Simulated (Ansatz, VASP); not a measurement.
**LuGeO: VASP beside Ansatz**

```
CELL_PARAMETERS angstrom
3.11890 0.00000 0.00000
0.00000 3.11890 0.00000
0.00000 0.00000 6.00741
ATOMIC_POSITIONS crystal
Lu 0.50000 0.50000 0.50000
Ge 0.50000 0.50000 0.00000
O 0.00000 0.00000 0.50000
```

Alike in both runs: task relaxation of cell and atoms; functional PBE; k mesh 14 × 14 × 8; occupations gaussian, width 0.1 eV; no spin polarisation.

|  | VASP | Ansatz |
| --- | --- | --- |
| version | VASP 6.6.1 | Ansatz 0.2.0 |
| potentials or method | VASP PAW PBE potentials, release 64 (Lu, Ge_d, O) | scalar-relativistic, plane waves, PAW |
| plane-wave cutoff (eV) | 600 | 420 |
| valence electrons in the cell | 45 | 45 |

```tsv
	VASP	Ansatz	Ansatz less VASP
gap on the k mesh at the Fermi level, each at its own relaxed structure (eV)	none	none	-
relaxed volume (Å³/atom)	19.68	19.59	-0.087
relaxed cell length with the largest relative difference (Å)	3.131	3.123	-0.0081
```

A gap of «none» marks a metal or a gap that the smearing closes.

Caveats: an odd number of electrons without spin polarisation forces a metal; a magnetic or distorted state may lie lower. The runs have no spin-orbit coupling, so splittings on Lu are missing.
